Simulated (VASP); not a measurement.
```
CELL_PARAMETERS angstrom
      3.42489     0.00000     0.00000
     -1.71244     2.96604     0.00000
      0.00000     0.00000     3.45805
ATOMIC_POSITIONS crystal
  Nb 0.00000 0.00000 0.00000
  As 0.66667 0.33333 0.50000
```

Computed with r2SCAN meta-GGA, VASP's PBE PAW potentials (set 64) (plane waves; VASP 6.6.1). Settings: 400 eV cut-off, 14×14×12 Γ-centred mesh, tetrahedra with Blöchl corrections, potentials Nb_sv As.

Problem. The job: NbAs (relaxed from the WC structure, space group P-6m2), 2 atoms, r2SCAN, static run, 400 eV, 14×14×12 Γ-centred mesh. Roughly how much core time does it take on a busy server core?

Solution. About 2 core-minutes (one run on a shared machine, a rough figure). It had 168 irreducible k-points, 13 bands, up to 660 plane waves and 22 electronic steps.

The structure was generated: NbAs was put into the WC type (P-6m2), which need not be its known phase. It was relaxed first, which changed the volume by -6 %.
